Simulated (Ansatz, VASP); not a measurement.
HfMoC2: VASP beside Ansatz

Contents of INCAR:

```
SYSTEM = HfMoC2
ALGO     = Normal         ! electronic algorithm
EDIFF    = 1E-6           ! SCF threshold, eV
ENCUT    = 520            ! plane-wave cutoff, eV
GGA      = PS             ! functional
ISIF     = 2              ! what is computed and relaxed
ISMEAR   = -1             ! smearing method
LASPH    = .TRUE.         ! aspherical terms in the spheres
LCHARG   = .FALSE.        ! write CHGCAR
LREAL    = .FALSE.        ! projectors in reciprocal space
LWAVE    = .FALSE.        ! write WAVECAR
NBANDS   = 24             ! bands
NELM     = 60             ! most SCF steps
PREC     = Accurate       ! precision mode
SIGMA    = 0.05           ! smearing width, eV
```

KPOINTS

```
k-points
0
G
  8 8 6
  0 0 0
```

POSCAR

```
HfMoC2
1.0
    3.1914230000      0.0000000000      0.0000000000
    0.0000000000      3.1914230000      0.0000000000
    0.0000000000      0.0000000000      4.4851640000
Hf Mo C
1 1 2
Direct
    0.0000000000      0.0000000000      0.0000000000
    0.5000000000      0.5000000000      0.5000000000
    0.5000000000      0.5000000000      0.0000000000
    0.0000000000      0.0000000000      0.5000000000
```

Contents of input.yaml:

```yaml
crystal:
  lattice:
    - [3.191423, 0.0, 0.0]
    - [0.0, 3.191423, 0.0]
    - [0.0, 0.0, 4.485164]
  atoms:
    - { symbol: Hf, position: [0.0, 0.0, 0.0] }
    - { symbol: Mo, position: [0.5, 0.5, 0.5] }
    - { symbol: C, position: [0.5, 0.5, 0.0] }
    - { symbol: C, position: [0.0, 0.0, 0.5] }
kpoints:
  mp_grid: { grid: [8, 8, 6] }
scf:
  occupations: { method: fermi_dirac, width: 0.05 }
hamiltonian:
  xc: pbesol
  pseudopotentials: { kind: all_electron, lapw: { basis_error: 0.001 } }
output:
  forces: true
  stress: true
  eigenvalues: true
  populations: true
```

The cell comes from a database or a generator and needn't be the stable form of this composition.

Alike in both runs: task single point; functional PBEsol; k mesh 8 × 8 × 6; occupations fermi-dirac, width 0.05 eV; no spin polarisation.

|  | VASP | Ansatz |
| --- | --- | --- |
| version | VASP 6.6.1 | Ansatz 0.2.0 |
| potentials or method | VASP PAW PBE potentials, release 64 (Hf_pv, Mo_sv, C) | all-electron LAPW, scalar-relativistic |
| plane-wave cutoff (eV) | 520 | see its input |

```tsv
	VASP	Ansatz	Ansatz less VASP
gap on the k mesh at the Fermi level (eV)	none	none	-
pressure (GPa)	-8.9	-8.9	-0.06
largest component of the traceless stress (GPa)	2.91	2.93	+0.018
```

A gap of «none» marks a metal or a gap that the smearing closes. Ansatz ran all-electron here, so the differences hold the error of VASP's frozen core and of both bases.

Caveats: the PAW data sets were made with another functional, which shifts forces and pressure a little (VASP). Spin-orbit coupling is left out, which matters for the levels of Hf.
